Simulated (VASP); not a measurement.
Output of a VASP run:

### OSZICAR
```
       N       E                     dE             d eps       ncg     rms          rms(c)
DAV:   1     0.933030763506E+03    0.93303E+03   -0.30688E+04  3432   0.310E+03
DAV:   2     0.111291070429E+03   -0.82174E+03   -0.79012E+03  2622   0.828E+02
DAV:   3    -0.396087904319E+02   -0.15090E+03   -0.14363E+03  2834   0.194E+02
DAV:   4    -0.490876059356E+02   -0.94788E+01   -0.93519E+01  3059   0.582E+01
DAV:   5    -0.493296120635E+02   -0.24201E+00   -0.24172E+00  2844   0.951E+00    0.169E+01
DAV:   6    -0.479316213652E+02    0.13980E+01   -0.85791E+00  3008   0.160E+01    0.753E+00
DAV:   7    -0.476130531626E+02    0.31857E+00   -0.12732E+00  2773   0.861E+00    0.449E+00
DAV:   8    -0.475410569845E+02    0.71996E-01   -0.22619E-01  2987   0.279E+00    0.745E-01
DAV:   9    -0.475359815336E+02    0.50755E-02   -0.26686E-02  2965   0.179E+00    0.384E-01
DAV:  10    -0.475349082460E+02    0.10733E-02   -0.48691E-03  3346   0.783E-01    0.230E-01
DAV:  11    -0.475346680491E+02    0.24020E-03   -0.22692E-03  3471   0.583E-01    0.516E-02
DAV:  12    -0.475346874976E+02   -0.19448E-04   -0.44301E-04  2733   0.482E-01    0.287E-02
DAV:  13    -0.475346883695E+02   -0.87193E-06   -0.68130E-05  3560   0.120E-01    0.161E-02
DAV:  14    -0.475346887867E+02   -0.41716E-06   -0.67849E-06  3149   0.954E-02
   1 F= -.47534689E+02 E0= -.47503479E+02  d E =-.624199E-01
```

### OUTCAR
```
------------------------ aborting loop because EDIFF is reached ----------------------------------------
  FORCE on cell =-STRESS in cart. coord.  units (eV):
  Direction    XX          YY          ZZ          XY          YZ          ZX
  --------------------------------------------------------------------------------------
  Total       -1.3517998     -2.5015650     -2.5783781      0.0258074      0.2596841      0.5243769
  in kB      -16.7576879    -31.0108380    -31.9630569      0.3199231      3.2191938      6.5004770
  external PRESSURE =     -26.5771943 kB  Pullay stress =       0.0000000 kB
  volume of cell :      129.24
      direct lattice vectors                 reciprocal lattice vectors
     5.783570000  0.000000000  0.000000000     0.172903587  0.000000000  0.000000000
     0.000000000  3.549260000  0.000000000     0.000000000  0.281748872  0.000000000
     0.000000000  0.000000000  6.296150000     0.000000000  0.000000000  0.158827220
 POSITION                                       TOTAL-FORCE (eV/Angst)
 -----------------------------------------------------------------------------------
      4.70284      2.69102      3.67510        -0.100833     -0.490557     -0.408794
      1.13539      0.93102      2.73042        -0.868050     -0.146333     -1.122729
      3.93418      0.92283      0.51226         0.497202     -0.277823     -0.409704
      1.77971      2.66234      5.78474         0.236220     -0.232650      0.218771
      5.72449      2.67248      1.17241         0.297900      0.006948      0.383441
      0.07620      0.80522      5.05925        -0.643547      0.673749      0.520520
      2.89708      0.85920      4.31141         0.741492      0.219101      0.645599
      2.88439      2.65292      1.93900        -0.160384      0.247566      0.172896
 -----------------------------------------------------------------------------------
    total drift:                               -0.002312     -0.002053     -0.002923
  FREE ENERGIE OF THE ION-ELECTRON SYSTEM (eV)
  ---------------------------------------------------
  free  energy   TOTEN  =       -47.5346887867 eV

  energy  without entropy=      -47.4722688785  energy(sigma->0) =      -47.50347883
```
(Selected blocks of OUTCAR.)

### POSCAR
```
GePd
1
    5.7835700000     0.0000000000     0.0000000000
    0.0000000000     3.5492600000     0.0000000000
    0.0000000000     0.0000000000     6.2961500000
Ge Pd
4 4
Direct
  0.8131380000   0.7581930000   0.5837060000
  0.1963130000   0.2623150000   0.4336650000
  0.6802330000   0.2600060000   0.0813610000
  0.3077190000   0.7501110000   0.9187740000
  0.9897850000   0.7529680000   0.1862110000
  0.0131750000   0.2268710000   0.8035470000
  0.5009150000   0.2420780000   0.6847700000
  0.4987220000   0.7474580000   0.3079660000
```

Task: Reconstruct the remaining input files.

Result: This is not unique; one that fits is the input of the run itself, PBEsol GGA, plane waves, VASP's PBE PAW potentials (set 64).

### KPOINTS
```
Regular mesh
0
gamma
3 5 3
0 0 0
```

**INCAR**
```
ALGO  =  Normal
EDIFF  =  1E-6
ENCUT  =  300
GGA  =  PS
ISIF  =  2
ISMEAR  =  0
LASPH  =  .TRUE.
LCHARG  =  .FALSE.
LMAXMIX  =  4
LREAL  =  .FALSE.
LWAVE  =  .FALSE.
NELM  =  100
PREC  =  Accurate
SIGMA  =  0.272
SYSTEM  =  GePd
```

POTCAR, in this order: Ge_d Pd (PBE.64 set). Program: vasp_std.

At this cut-off the stress carries a Pulay error, which pulls relaxed volumes low.

The structure comes from a computed database's GePd entry (Pnma); how it stands against other phases isn't given here. The cell was not relaxed at this level, atoms are displaced from their ideal sites. The k-mesh is coarse (spacing up to 0.36 per Å, 2π included), so the numbers may not be converged in it.
